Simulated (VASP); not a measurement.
Method: PBE GGA, VASP's PBE PAW potentials (set 64) (plane waves; VASP).

VASP ran on this input.

### INCAR
```
SYSTEM=PbO
LCHARG=F
LMAXMIX=4   ! l cut-off of mixed one-centre charges
GGA=PE   ! PBE
SIGMA=0.05
LREAL=F
ENCUT=250   ! plane-wave cut-off (eV)
EDIFF=1E-6
ISMEAR=0   ! Gaussian
LWAVE=F
ALGO=Normal   ! blocked Davidson
PREC=Accurate
ISIF=2   ! forces and stress, cell fixed
LASPH=T
NELM=100   ! most electronic steps
```

File KPOINTS:
```
Automatic mesh
0
Gamma
5 5 4
0 0 0
```

**POSCAR**
```
PbO
1
    3.9687320000     0.0000000000     0.0000000000
    0.0000000000     3.9873450000     0.0000000000
    0.0000000000     0.0000000000     5.0422390000
Pb O
2 2
Direct
  0.5000000000   0.0000000000   0.7650000000
  0.0000000000   0.5000000000   0.2350000000
  0.5000000000   0.5000000000   0.0000000000
  0.0101980000   0.0000000000   0.0000000000
```

POTCAR, in this order: Pb_d O (PBE.64 set). Program: vasp_std.

What VASP printed:

**OSZICAR**
```
       N       E                     dE             d eps       ncg     rms          rms(c)
DAV:   1     0.335229132933E+03    0.33523E+03   -0.13736E+04  1600   0.115E+03
DAV:   2     0.568683187986E+01   -0.32954E+03   -0.32501E+03  1760   0.385E+02
DAV:   3    -0.243022384714E+02   -0.29989E+02   -0.29588E+02  2008   0.131E+02
DAV:   4    -0.249716869387E+02   -0.66945E+00   -0.66919E+00  1776   0.220E+01
DAV:   5    -0.249920376538E+02   -0.20351E-01   -0.20350E-01  2216   0.328E+00    0.926E+00
DAV:   6    -0.222328014788E+02    0.27592E+01   -0.15143E+01  2472   0.285E+01    0.486E+00
DAV:   7    -0.221451302878E+02    0.87671E-01   -0.11655E+00  1912   0.661E+00    0.300E+00
DAV:   8    -0.220964164977E+02    0.48714E-01   -0.50648E-01  2144   0.507E+00    0.120E+00
DAV:   9    -0.220688830775E+02    0.27533E-01   -0.12808E-01  2480   0.281E+00    0.190E-01
DAV:  10    -0.220708029011E+02   -0.19198E-02   -0.13540E-02  1728   0.658E-01    0.601E-02
DAV:  11    -0.220709361778E+02   -0.13328E-03   -0.71848E-04  2648   0.180E-01    0.653E-02
DAV:  12    -0.220708741678E+02    0.62010E-04   -0.24157E-04  2360   0.169E-01    0.216E-02
DAV:  13    -0.220708733479E+02    0.81988E-06   -0.75752E-05  2280   0.666E-02    0.994E-03
DAV:  14    -0.220708703387E+02    0.30092E-05   -0.17046E-05  2152   0.489E-02    0.965E-04
DAV:  15    -0.220708703080E+02    0.30664E-07   -0.16521E-06  1304   0.781E-03
   1 F= -.22070870E+02 E0= -.22070870E+02  d E =-.334378E-12
```

### OUTCAR
```
------------------------ aborting loop because EDIFF is reached ----------------------------------------
  FORCE on cell =-STRESS in cart. coord.  units (eV):
  Direction    XX          YY          ZZ          XY          YZ          ZX
  --------------------------------------------------------------------------------------
  Total      -17.5048562    -17.7421551    -18.4752599      0.0000000      0.0000000     -0.2035561
  in kB     -351.4876871   -356.2525156   -370.9728493      0.0000000      0.0000000     -4.0872925
  external PRESSURE =    -359.5710173 kB  Pullay stress =       0.0000000 kB
  volume of cell :       79.79
      direct lattice vectors                 reciprocal lattice vectors
     3.968732000  0.000000000  0.000000000     0.251969647  0.000000000  0.000000000
     0.000000000  3.987345000  0.000000000     0.000000000  0.250793448  0.000000000
     0.000000000  0.000000000  5.042239000     0.000000000  0.000000000  0.198324593
 POSITION                                       TOTAL-FORCE (eV/Angst)
 -----------------------------------------------------------------------------------
      1.98437      0.00000      3.85731         0.144779      0.000000     -0.424679
      0.00000      1.99367      1.18493         0.020314      0.000000      0.411745
      1.98437      1.99367      0.00000         0.171907      0.000000     -0.039573
      0.04047      0.00000      0.00000        -0.337000      0.000000      0.052507
 -----------------------------------------------------------------------------------
    total drift:                               -0.000862      0.000000      0.000057
  FREE ENERGIE OF THE ION-ELECTRON SYSTEM (eV)
  ---------------------------------------------------
  free  energy   TOTEN  =       -22.0708703080 eV

  energy  without entropy=      -22.0708703080  energy(sigma->0) =      -22.07087031
```
(Selected blocks of OUTCAR.)

At this cut-off the stress carries a Pulay error, which pulls relaxed volumes low.

The compound is PbO in the litharge structure. The cell was not relaxed at this level. The run is one of a series of settings (ENCUT = 250 against the base run), some of them coarse on purpose.
